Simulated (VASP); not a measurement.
A convergence study with VASP on CaO (rock salt): one setting is varied, all else stays as given below, so the limit is that of these other settings.

```
CaO
1.0
    0.00000     2.40500     2.40500
    2.40500     0.00000     2.40500
    2.40500     2.40500     0.00000
Ca O
1 1
Direct
  0.00000   0.00000   0.00000
  0.50000   0.50000   0.50000
```

These are LDA (Ceperley-Alder, Perdew-Zunger), VASP's LDA PAW potentials (set 64) (plane waves; VASP) values and carry that method's errors. The tightest run used: 700 eV cut-off, 19×19×19 Γ-centred mesh, Gaussian smearing of 0.050 eV, potentials Ca_sv O.

**Question.** The settings run are 1×1×1 mesh; 2×2×2 mesh; 3×3×3 mesh; 4×4×4 mesh; 5×5×5 mesh; 6×6×6 mesh; 7×7×7 mesh; 9×9×9 mesh; 10×10×10 mesh; 11×11×11 mesh; 12×12×12 mesh; 13×13×13 mesh; 14×14×14 mesh; 15×15×15 mesh; 16×16×16 mesh; 17×17×17 mesh; 18×18×18 mesh; 19×19×19 mesh. From which on does the stress (every component) stay within 0.1 GPa of the tightest run?

**Answer.** From 4×4×4 mesh on: it is off by 0.05 there and by no more than 0.1 in any finer run, while 3×3×3 mesh is off by 0.26.
```tsv
setting	E (eV/atom)	pressure (GPa)	irreducible k-points	difference judged (GPa)
1×1×1 mesh	-2.4583	45.62	1	52.21
2×2×2 mesh	-6.9291	-4.94	3	1.65
3×3×3 mesh	-7.0810	-6.34	4	0.26
4×4×4 mesh	-7.0953	-6.55	8	0.05
5×5×5 mesh	-7.0973	-6.58	10	0.01
6×6×6 mesh	-7.0976	-6.59	16	0.00
7×7×7 mesh	-7.0977	-6.59	20	0.00
9×9×9 mesh	-7.0977	-6.59	35	0.00
10×10×10 mesh	-7.0977	-6.59	47	0.00
11×11×11 mesh	-7.0977	-6.59	56	0.00
12×12×12 mesh	-7.0977	-6.59	72	0.00
13×13×13 mesh	-7.0977	-6.59	84	0.00
14×14×14 mesh	-7.0977	-6.59	104	0.00
15×15×15 mesh	-7.0977	-6.59	120	0.00
16×16×16 mesh	-7.0977	-6.59	145	0.00
17×17×17 mesh	-7.0977	-6.59	165	0.00
18×18×18 mesh	-7.0977	-6.59	195	0.00
19×19×19 mesh	-7.0977	-6.59	220	0.00
```

Left out are rungs that failed or repeat a setting and relaxations that didn't move; long series are thinned to 24 rows.

The compound is CaO in the rock salt structure. The cell was not relaxed at this level.
